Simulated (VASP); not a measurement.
# Sc2InSb3 in VASP: a series of runs, part 2 of 2

VASP 6.6.1. The steps go on from the part before.

## (3) Relaxation of cell and atoms, PBE

This run uses another cell than the first one, of 28.29 Å³/atom, 1.086 times its volume.

INCAR

```
PREC     = Normal         # precision mode
ENCUT    = 520            # plane-wave cutoff, eV
EDIFF    = 1E-4           # SCF threshold, eV
ISMEAR   = 0              # smearing method
SIGMA    = 0.15           # smearing width, eV
LREAL    = F              # projectors in reciprocal space
LASPH    = T              # aspherical terms in the spheres
NELM     = 60             # most SCF steps
ALGO     = Fast           # electronic algorithm
ISIF     = 3              # what is computed and relaxed
LWAVE    = F              # write WAVECAR
LCHARG   = F              # write CHGCAR
GGA      = PE             # functional
IBRION   = 2              # ionic algorithm
NSW      = 24             # ionic steps
EDIFFG   = -0.08          # ionic threshold
```

KPOINTS

```
regular mesh
0
Gamma
  5 5 2
```

POSCAR

```
Sc2InSb3
1.0
    4.3000000000      0.0000000000      0.0000000000
   -2.1500000000      3.7239092400      0.0000000000
    0.0000000000      0.0000000000     10.6000000000
Sc In Sb
2 1 3
Direct
    0.0000000000      0.0000000000      0.4800000000
    0.6666666700      0.3333333300      0.1600000000
    0.0000000000      0.0000000000      0.7300000000
    0.6666666700      0.3333333300      0.6400000000
    0.0000000000      0.0000000000      0.0000000000
    0.3333333300      0.6666666700      0.3200000000
```

Potentials or basis: VASP PAW PBE potentials, release 64 (Sc_sv, In_d, Sb).

Run with:

```sh
$ cat potpaw_PBE.64/Sc_sv/POTCAR potpaw_PBE.64/In_d/POTCAR potpaw_PBE.64/Sb/POTCAR > POTCAR
$ mpirun -np 1 vasp_std > vasp.out
```

OUTCAR:

```text
PREC = Normal
   ENCUT = 520
   EDIFF = 1E-4
   ISMEAR = 0
   LREAL = F
   LASPH = T
   NELM = 60
   ISIF = 3
   GGA = PE
   IBRION = 2
   NSW = 24
   EDIFFG = -0.08

 ion  position               nearest neighbor table
   1  0.000  0.000  0.480-   3 2.65   6 3.01   4 3.01   6 3.01   4 3.01   6 3.01   4 3.01
   2  0.667  0.333  0.160-   5 3.01   6 3.01   6 3.01   5 3.01   5 3.01   6 3.01
   3  0.000  0.000  0.730-   1 2.65   4 2.66   4 2.66   4 2.66   5 2.86
   4  0.667  0.333  0.640-   3 2.66   3 2.66   3 2.66   1 3.01   1 3.01   1 3.01
   5  0.000  0.000  0.000-   3 2.86   2 3.01   2 3.01   2 3.01
   6  0.333  0.667  0.320-   1 3.01   2 3.01   2 3.01   1 3.01   1 3.01   2 3.01

  LATTYP: Found a hexagonal cell.
 ALAT       =     4.3000000000
 C/A-ratio  =     2.4651162791

  Lattice vectors:

 A1 = (   4.3000000000,   0.0000000000,   0.0000000000)
 A2 = (  -2.1500000000,   3.7239092400,   0.0000000000)
 A3 = (   0.0000000000,   0.0000000000,  10.6000000000)

Analysis of symmetry for initial positions (statically):
=====================================================================
 Subroutine PRICEL returns:
 Original cell was already a primitive cell.

 Routine SETGRP: Setting up the symmetry group for a
 hexagonal supercell.

[... 165 lines left out ...]

  FORCE on cell =-STRESS in cart. coord.  units (eV):
  Direction    XX          YY          ZZ          XY          YZ          ZX
  --------------------------------------------------------------------------------------
  -------------------------------------------------------------------------------------
  Total        3.3304100      3.3304100      5.3246270      0.0000000      0.0000000     -0.0000000
  in kB       31.4365502     31.4365502     50.2604492      0.0000000      0.0000000     -0.0000000
  external PRESSURE =      37.7111832 kB  Pullay stress =       0.0000000 kB
[... 101 lines left out ...]
  FREE ENERGIE OF THE ION-ELECTRON SYSTEM (eV)
  ---------------------------------------------------
  free  energy   TOTEN  =       -30.2224903144 eV

  energy  without entropy=      -30.1814366650  energy(sigma->0) =      -30.20196349

[... ionic steps 4 to 12 ...]

--------------------------------------- Ionic step       13  -------------------------------------------

 number of electron      49.9999961 magnetization

------------------------ aborting loop because EDIFF is reached ----------------------------------------
[... 75 lines left out ...]
--------------------------------------- Ionic step       15  -------------------------------------------

 number of electron      49.9999955 magnetization

 Free energy of the ion-electron system (eV)
  ---------------------------------------------------
  ext. energy  EPLUGINS =         0.00000000
  ---------------------------------------------------
  free energy    TOTEN  =       -30.62401900 eV

  energy without entropy =      -30.59697498  energy(sigma->0) =      -30.61049699

 E-fermi :   5.4679     XC(G=0):  -9.3910

 val. band max:        5.4280245797   @ k =   0.4000   0.0000   0.0000
 cond. band min:       5.5118425026   @ k =   0.4000   0.0000   0.5000
 fundamental gap:      0.0838179228
 Fermi energy:         5.4678614097

 k-point     1 :       0.0000    0.0000    0.0000
  band No.  band energies     occupation
      1     -44.7920      2.00000
      2     -44.2662      2.00000
      3     -23.4321      2.00000
      4     -23.4078      2.00000
      5     -23.4078      2.00000
      6     -22.8948      2.00000
[... 352 lines left out ...]
  FREE ENERGIE OF THE ION-ELECTRON SYSTEM (eV)
  ---------------------------------------------------
  free  energy   TOTEN  =       -30.6240189973 eV

  energy  without entropy=      -30.5969749766  energy(sigma->0) =      -30.61049699

 reached required accuracy - stopping structural energy minimisation
```

OSZICAR:

```text
N       E                     dE             d eps       ncg     rms          rms(c)
DAV:   1     0.687222612445E+03    0.68722E+03   -0.21251E+04   600   0.162E+03
DAV:   2     0.550615427648E+02   -0.63216E+03   -0.62538E+03   784   0.590E+02
DAV:   3    -0.264307827763E+02   -0.81492E+02   -0.79401E+02   984   0.241E+02
[... 135 lines left out ...]
DAV:   1    -0.306223883741E+02   -0.96098E-04   -0.43620E-01   792   0.986E+00    0.260E-01
RMM:   2    -0.306237970632E+02   -0.14087E-02   -0.30297E-02   796   0.138E+00    0.122E-01
RMM:   3    -0.306239760550E+02   -0.17899E-03   -0.52932E-03   815   0.671E-01    0.520E-02
RMM:   4    -0.306240196708E+02   -0.43616E-04   -0.10113E-03   596   0.324E-01    0.287E-02
RMM:   5    -0.306240189973E+02    0.67354E-06   -0.34604E-04   445   0.227E-01
  15 F= -.30624019E+02 E0= -.30610497E+02  d E =-.173143E-02
```

CONTCAR:

```text
Sc2InSb3
   1.00000000000000
     4.3168271288937214    0.0000000000000000   -0.0000000000000000
    -2.1584135644468607    3.7384819611078908   -0.0000000000000000
    -0.0000000000000000    0.0000000000000000   10.7770342736824603
  Sc              In              Sb
     2     1     3
Direct
     0.0000000000000000    0.0000000000000000    0.4579979364336542
     0.6666666699999979    0.3333333300000021    0.1574711607833029
     0.0000000000000000    1.0000000000000000    0.7631564483817094
     0.6666666699999979    0.3333333300000021    0.6204023384105958
     1.0000000000000000    1.0000000000000000    0.0187111370221467
     0.3333333300000021    0.6666666699999979    0.3122609789685826

  0.00000000E+00  0.00000000E+00  0.00000000E+00
  0.00000000E+00  0.00000000E+00  0.00000000E+00
  0.00000000E+00  0.00000000E+00  0.00000000E+00
  0.00000000E+00  0.00000000E+00  0.00000000E+00
  0.00000000E+00  0.00000000E+00  0.00000000E+00
  0.00000000E+00  0.00000000E+00  0.00000000E+00
```

Wall time 2.6 min (1 thread of Intel Xeon 6975P-C (Granite Rapids), shared host); peak memory 0.22 GiB.

Results:

```yaml
Free_energy: -30.6240 eV
Relaxed_volume: 28.99 Å³/atom
Relaxed_cell: a = 4.317 Å, b = 4.317 Å, c = 10.777 Å, α = 90.00°, β = 90.00°, γ = 120.00°
Space_group_after_relaxing_to_0.05_Å: P3m1 (No. 156)
Energy_gained_by_relaxing: 198.4 meV/atom
Ionic_steps: 15
Pressure_after_relaxing: 0.1 GPa
Largest_force_after_relaxing: 0.076 eV/Å
Band_gap_on_the_k_mesh: none (metal or under the smearing width)
```

Forces on the atoms (eV/Å):
```
Sc   0.000  0.000 -0.076
Sc   0.000  0.000 -0.016
In   0.000  0.000  0.073
Sb   0.000  0.000 -0.032
Sb   0.000  0.000  0.028
Sb   0.000  0.000  0.023
```

Step by step:
```
step  energy change (eV)  largest force (eV/Å)  pressure (GPa)  volume (Å³)
   1              0.0000                4.3105            3.77       169.74
   2             -0.7889                1.0109           -2.95       186.61
   3             -0.7891                0.9788           -2.90       186.15
   4             -1.0648                1.0549           -0.57       175.37
   5             -1.0893                1.1104            1.28       169.75
   6             -1.0922                1.0867            0.90       171.05
   7             -1.1626                0.3062            0.47       172.12
   8             -1.1668                0.2697            0.42       172.41
   9             -1.1812                0.1352           -0.34       174.65
  10             -1.1822                0.1589           -0.41       175.21
  11             -1.1888                0.1287            0.10       173.86
  12             -1.1889                0.1273            0.08       173.76
  13             -1.1889                0.1249            0.18       173.56
  14             -1.1889                0.1352            0.13       173.67
  15             -1.1907                0.0759            0.14       173.92
```

Final structure:
```
Sc In Sb
1.0
     4.31683    0.00000    0.00000
    -2.15841    3.73848    0.00000
     0.00000    0.00000   10.77703
Sc In Sb
2 1 3
Direct
  0.00000 0.00000 0.45800
  0.66667 0.33333 0.15747
  0.00000 0.00000 0.76316
  0.66667 0.33333 0.62040
  0.00000 0.00000 0.01871
  0.33333 0.66667 0.31226
```

Caveat: the relaxation stopped at a loose force limit of 0.08 eV/Å, so its end isn't a converged minimum. Spin-orbit coupling is left out, which matters for the levels of Sb.

## (4) Relaxation of cell and atoms, PBE

This run uses another cell than the first one, of 23.66 Å³/atom, 0.908 times its volume.

INCAR is that of step 3.

KPOINTS

```
regular mesh
0
Gamma
  4 4 2
```

POSCAR

```
Sc2InSb3
1.0
    4.0217090600      0.0000000000      0.0000000000
    0.0000000000      4.0217090600      0.0000000000
    0.0000000000      0.0000000000      8.7770064300
Sc In Sb
2 1 3
Direct
    0.5000000000      0.0000000000      0.7391800300
    0.0000000000      0.5000000000      0.2608199700
    0.5000000000      0.5000000000      0.0000000000
    0.5000000000      0.0000000000      0.3822810100
    0.0000000000      0.5000000000      0.6177189900
    0.0000000000      0.0000000000      0.0000000000
```

Run with:

```sh
$ cat potpaw_PBE.64/Sc_sv/POTCAR potpaw_PBE.64/In_d/POTCAR potpaw_PBE.64/Sb/POTCAR > POTCAR
$ mpirun -np 1 vasp_std > vasp.out
```

It took 3 min on 1 thread of Intel Xeon 6975P-C (Granite Rapids), shared host; peak memory 0.21 GiB.

It converged, with:

```
Free energy                            : -30.5195 eV
Relaxed volume                         : 24.99 Å³/atom
Relaxed cell                           : a = 4.255 Å, b = 4.255 Å, c = 8.281 Å, α = 90.00°, β = 90.00°, γ = 90.00°
Space group after relaxing (to 0.05 Å) : P-4m2 (No. 115)
Energy gained by relaxing              : 69.5 meV/atom
Ionic steps                            : 15
Pressure after relaxing                : 0.2 GPa
Largest force after relaxing           : 0.021 eV/Å
Band gap on the k mesh                 : none (metal or under the smearing width)
```

Forces in eV/Å, atoms in the order of the input:
```
Sc   0.000  0.000  0.006
Sc   0.000  0.000 -0.006
In   0.000  0.000  0.000
Sb   0.000  0.000  0.021
Sb   0.000  0.000 -0.021
Sb   0.000  0.000  0.000
```

The path:
```tsv
step	energy change (eV)	largest force (eV/Å)	pressure (GPa)	volume (Å³)
1	0.0000	0.7000	4.50	141.96
2	-0.1207	0.4599	-2.33	156.03
3	-0.1454	0.5231	-0.57	151.23
4	-0.1457	0.5028	-0.67	151.55
5	-0.1860	0.4129	-0.36	150.75
6	-0.2143	0.4536	0.20	149.49
7	-0.2497	0.4623	0.08	149.77
8	-0.3303	0.3892	-0.14	150.61
9	-0.3621	0.2893	-0.33	152.27
10	-0.3674	0.2416	-0.19	151.68
11	-0.4103	0.1632	0.18	150.13
12	-0.4115	0.1573	0.25	149.93
13	-0.4106	0.0314	-0.87	152.52
14	-0.4145	0.0874	-0.22	151.11
15	-0.4173	0.0211	0.17	149.91
```

Final structure:
```
Sc In Sb
1.0
     4.25483    0.00000    0.00000
     0.00000    4.25483    0.00000
     0.00000    0.00000    8.28081
Sc In Sb
2 1 3
Direct
  0.50000 0.00000 0.70267
  0.00000 0.50000 0.29733
  0.50000 0.50000 0.00000
  0.50000 0.00000 0.34460
  0.00000 0.50000 0.65540
  0.00000 0.00000 0.00000
```

Levels at points of the mesh, in eV from the Fermi level:
```
           k point  band 23  band 24  band 25  band 26  band 27  band 28
(0.00, 0.00, 0.00)    -1.00    -0.46     0.29     0.29     0.57     1.21
(0.50, 0.00, 0.00)    -1.26    -0.41    -0.11     0.74     1.12     1.26
(0.50, 0.50, 0.00)    -2.50    -1.60    -1.60     0.18     0.68     1.60
(0.00, 0.00, 0.50)    -1.08    -0.45     0.00     0.92     0.92     1.15
(0.50, 0.00, 0.50)    -1.61    -0.21    -0.15     0.46     1.00     1.68
(0.50, 0.50, 0.50)    -1.25    -0.83    -0.80    -0.80    -0.74     1.78
```

Caveat: the k mesh is coarse (spacing up to 0.39 Å⁻¹), so the values aren't converged; the relaxation stopped at a loose force limit of 0.08 eV/Å, so its end isn't a converged minimum. Spin-orbit coupling is left out, which matters for the levels of Sb.
